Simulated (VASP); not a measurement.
Output of a VASP run:

File OSZICAR:
```
       N       E                     dE             d eps       ncg     rms          rms(c)
DAV:   1    -0.332679059728E+03   -0.33268E+03   -0.23667E+01   328   0.114E+01    0.693E+00
DAV:   2    -0.333129334009E+03   -0.45027E+00   -0.58702E-01   344   0.110E+00    0.462E+00
DAV:   3    -0.333094187898E+03    0.35146E-01   -0.95442E-02   352   0.392E-01    0.274E+00
DAV:   4    -0.333073562847E+03    0.20625E-01   -0.38694E-02   376   0.256E-01    0.158E+00
DAV:   5    -0.333065255379E+03    0.83075E-02   -0.12847E-02   368   0.153E-01    0.918E-01
DAV:   6    -0.333061612572E+03    0.36428E-02   -0.36297E-03   384   0.923E-02    0.531E-01
DAV:   7    -0.333060130112E+03    0.14825E-02   -0.10009E-03   356   0.561E-02    0.303E-01
DAV:   8    -0.333059618828E+03    0.51128E-03   -0.32975E-04   356   0.313E-02    0.171E-01
DAV:   9    -0.333059494271E+03    0.12456E-03   -0.23958E-04   356   0.184E-02    0.944E-02
DAV:  10    -0.333059499349E+03   -0.50771E-05   -0.21390E-04   316   0.123E-02    0.511E-02
DAV:  11    -0.333059530386E+03   -0.31038E-04   -0.16365E-04   236   0.918E-03    0.280E-02
DAV:  12    -0.333059554741E+03   -0.24355E-04   -0.10704E-04   204   0.711E-03    0.170E-02
DAV:  13    -0.333059567903E+03   -0.13163E-04   -0.61254E-05   196   0.561E-03    0.122E-02
DAV:  14    -0.333059573278E+03   -0.53743E-05   -0.31488E-05   188   0.445E-03
   1 F= -.33305957E+03 E0= -.33305933E+03  d E =-.492853E-03
```

File OUTCAR:
```
------------------------ aborting loop because EDIFF is reached ----------------------------------------
  volume of cell :     1547.77
      direct lattice vectors                 reciprocal lattice vectors
    11.567395522  0.000000000  0.000000000     0.086449884  0.000000000  0.000000000
     0.000000000 11.567395522  0.000000000     0.000000000  0.086449884  0.000000000
     0.000000000  0.000000000 11.567395522     0.000000000  0.000000000  0.086449884
 POSITION                                       TOTAL-FORCE (eV/Angst)
 -----------------------------------------------------------------------------------
      5.77571     11.56061     11.56679         0.373208     -0.059109      0.044494
      7.25075      1.44025      1.43833        -0.338906      0.054607     -0.072638
      8.69221      2.88640     11.53796         0.310355     -0.013295      0.064653
     10.12010      4.32448      1.45883        -0.324205      0.028344     -0.097248
      8.65429      0.00066      2.87497         0.354985     -0.061837      0.062040
     10.11555      1.40860      4.36103        -0.325999      0.091835     -0.074218
     11.54819      0.00386     11.55794         0.313426     -0.103629      0.030406
      1.44958      1.42810      1.45901        -0.370931      0.072757     -0.066459
      2.86372      2.88797      0.00444         0.381600     -0.030097      0.039244
      4.32865      4.31362      1.48804        -0.347506      0.053485     -0.109059
      5.76406      5.77268      0.02142         0.312985     -0.084918      0.024250
      7.24244      7.21914      1.45228        -0.387715      0.046872     -0.043511
      8.65694      8.68456     11.55103         0.376162     -0.031468      0.041346
     10.12258     10.10643      1.45763        -0.345109      0.055421     -0.072554
      2.85915     11.53224      2.87266         0.331227     -0.121393      0.107982
      4.38415      1.33881      4.30608        -0.299600      0.179229     -0.052735
      5.76490      2.87986      2.88897         0.393997     -0.059733      0.013850
      7.21192      4.32241      4.35071        -0.363616      0.023919     -0.022099
      8.64883      5.78603      2.88949         0.325646     -0.109098      0.101728
     10.12245      7.21774      4.34844        -0.329588      0.090564     -0.025926
      5.77457     11.52087      5.80076         0.284805     -0.072917      0.042693
      7.22059      1.44279      7.22841        -0.354611      0.034567     -0.029835
      8.64730      2.89315      5.77852         0.367754     -0.033382      0.041285
     10.11395      4.30979      7.26667        -0.326110      0.079738     -0.094717
      8.65658      0.02297      8.64873         0.393481     -0.128992      0.127295
     10.14860      1.43142     10.10219        -0.338078      0.047584     -0.022122
     11.53982      5.79404     11.56668         0.365786     -0.048469      0.054141
      1.45656      7.24695      1.42240        -0.375175      0.053640     -0.044714
      2.87320      8.71541     11.52652         0.350632     -0.096514      0.092521
      4.35174     10.09165      1.45356        -0.332955      0.049231     -0.095474
     11.52517      2.87150      2.88760         0.305599     -0.006741      0.092651
      1.39368      4.37866      4.29944        -0.314781     -0.013462     -0.001481
      2.85877      5.81227      2.86421         0.352475     -0.069931      0.057878
      4.33037      7.19009      4.36021        -0.352017      0.102439     -0.050818
      5.76606      8.65219      2.89769         0.308297     -0.022552      0.084841
      7.24928     10.09687      4.34274        -0.338102      0.023391     -0.036297
      0.02062      0.04368      5.79778         0.379107     -0.068351     -0.036784
      1.58418      1.56444      7.10594        -0.539713     -0.190643      0.202052
      3.21490      3.21672      5.46023         0.588456      0.282500     -0.299964
      4.38417      4.37003      7.33816        -0.296830      0.049767     -0.173842
      5.76172      5.78193      5.79102         0.406452     -0.017895      0.053696
      7.25202      7.22971      7.22771        -0.343889      0.085239     -0.049474
      8.69094      8.70286      5.78404         0.315358     -0.068306      0.010251
     10.14763     10.13759      7.23963        -0.334258      0.025037     -0.041167
      2.84827      0.04861      8.62557         0.372894     -0.068845      0.061758
      4.32676      1.40200     10.14830        -0.326144      0.100948     -0.080045
      5.77560      2.87079      8.71866         0.285060     -0.037218      0.070234
      7.24940      4.32802     10.14514        -0.342619      0.043989     -0.026335
      8.65284      5.79620      8.67263         0.358103     -0.072069      0.055942
     10.12484      7.21496     10.12959        -0.347428      0.068599     -0.048217
     11.54341      8.67212      2.87517         0.358580     -0.054529      0.048763
      1.42622     10.10003      4.35347        -0.363145      0.076608     -0.041099
     11.52078      5.78518      5.80353         0.317942     -0.096157      0.006334
      1.45229      7.21011      7.24360        -0.375293      0.080105     -0.069283
      2.86318      8.67031      5.78537         0.384275     -0.042087      0.029469
      4.32629     10.09319      7.27200        -0.324712      0.079031     -0.101479
      0.02266      2.87255      8.62781         0.377530      0.035134      0.066087
      1.42656      4.31858     10.14128        -0.364064      0.040950     -0.074929
      2.86109      5.80251      8.71382         0.326343     -0.109516      0.109571
      4.35518      7.22428     10.15164        -0.338804      0.084850     -0.054095
      5.77774      8.66934      8.67295         0.371234     -0.038734      0.064967
      7.24046     10.12061     10.11595        -0.402563      0.014986     -0.016628
...
```
(Selected blocks of OUTCAR.)

### POSCAR
```
Ge64H
1
   11.5673955220     0.0000000000     0.0000000000
    0.0000000000    11.5673955220     0.0000000000
    0.0000000000     0.0000000000    11.5673955220
Ge H
64 1
Direct
  0.4993092578   0.9994131520   0.9999475564
  0.6268263193   0.1245096693   0.1243431245
  0.7514402133   0.2495293662   0.9974552241
  0.8748818857   0.3738511434   0.1261159521
  0.7481623856   0.0000570449   0.2485408158
  0.8744881136   0.1217734910   0.3770107653
  0.9983399021   0.0003333498   0.9991828559
  0.1253162126   0.1234592774   0.1261309123
  0.2475684383   0.2496647237   0.0003835210
  0.3742112295   0.3729115643   0.1286405819
  0.4983025771   0.4990472251   0.0018513936
  0.6261083734   0.6240939817   0.1255492550
  0.7483915543   0.7507794346   0.9985852326
  0.8750961791   0.8736998432   0.1260115214
  0.2471735206   0.9969610358   0.2483409468
  0.3790095707   0.1157403010   0.3722600768
  0.4983747791   0.2489632737   0.2497515470
  0.6234697005   0.3736721599   0.3761181306
  0.7476904606   0.5002019385   0.2497959874
  0.8750844205   0.6239724173   0.3759225364
  0.4992108792   0.9959780071   0.5014749913
  0.6242187549   0.1247288686   0.6248952377
  0.7475582082   0.2501122407   0.4995524276
  0.8743502089   0.3725805926   0.6282026547
  0.7483604084   0.0019859519   0.7476816668
  0.8773453828   0.1237461662   0.8733327397
  0.9976162822   0.5008938409   0.9999381369
  0.1259193484   0.6264976710   0.1229660659
  0.2483880096   0.7534461033   0.9964661677
  0.3762073314   0.8724217364   0.1256599853
  0.9963496621   0.2482407424   0.2496330613
  0.1204830740   0.3785345847   0.3716863956
  0.2471404518   0.5024702940   0.2476105430
  0.3743596650   0.6215823428   0.3769394296
  0.4984753638   0.7479804598   0.2505052152
  0.6266992417   0.8728728218   0.3754292697
  0.0017822034   0.0037762278   0.5012177222
  0.1369523255   0.1352454054   0.6143079645
  0.2779274673   0.2780854103   0.4720365664
  0.3790110361   0.3777885230   0.6343830172
  0.4980999696   0.4998467715   0.5006334335
  0.6269365371   0.6250073620   0.6248350357
  0.7513305301   0.7523615628   0.5000296558
  0.8772614265   0.8763930652   0.6258652016
  0.2462325698   0.0042026908   0.7456798240
  0.3740482649   0.1212024187   0.8773194313
  0.4992998014   0.2481794869   0.7537269956
  0.6267095855   0.3741564287   0.8770461646
  0.7480372089   0.5010810586   0.7497476613
  0.8752914069   0.6237322886   0.8757015541
  0.9979268737   0.7497033605   0.2485583919
  0.1232962687   0.8731461672   0.3763565932
  0.9959701126   0.5001278097   0.5017141597
  0.1255500177   0.6233128775   0.6262081481
  0.2475219669   0.7495474616   0.5001443305
  0.3740073641   0.8725550497   0.6286633965
  0.0019590696   0.2483318321   0.7458732559
  0.1233258667   0.3733406137   0.8767121199
  0.2473412343   0.5016262246   0.7533084378
  0.3765046541   0.6245382230   0.8776080004
  0.4994847479   0.7494638253   0.7497755367
  0.6259369503   0.8749259556   0.8745225512
  0.9985859081   0.7504348275   0.7489297115
  0.1252452491   0.8760900020   0.8735327247
  0.3657200175   0.3614302530   0.3877454892
```

### Question
Reconstruct the remaining input files.

### Answer
This is not unique; one that fits is the input of the run itself, HSE06 screened hybrid, plane waves, VASP's PBE PAW potentials (set 64).

INCAR:
```
SYSTEM=Ge64H
PREC=Normal; ENCUT=400; LREAL=Auto
LASPH=.TRUE.; ISYM=0; NELECT=258.0
EDIFF=1E-5; NELM=50; NELMIN=4
ALGO=Normal; LMAXMIX=4
ISMEAR=0; SIGMA=0.05
GGA=PE; LHFCALC=.TRUE.; AEXX=0.25
HFSCREEN=0.2; PRECFOCK=Fast
ISIF=0
LWAVE=.FALSE.; LCHARG=.FALSE.
```

**KPOINTS**
```
Automatic mesh
0
gamma
 1 1 1
```

POTCAR, in this order: Ge H (PBE.64 set). Program: vasp_gam. Read from the step before: WAVECAR.

The cell is charged, with a uniform compensating background. The supercell is sampled at Γ alone, which is coarse: total energies, pressure and levels can be off, energies of defects by several tenths of an eV.

The cell is a supercell with a defect, built from Ge (diamond): H_i, charge -1. The cell's shape comes from a PBE relaxation. The run is not spin-polarised, so no state with unpaired spins was tried.
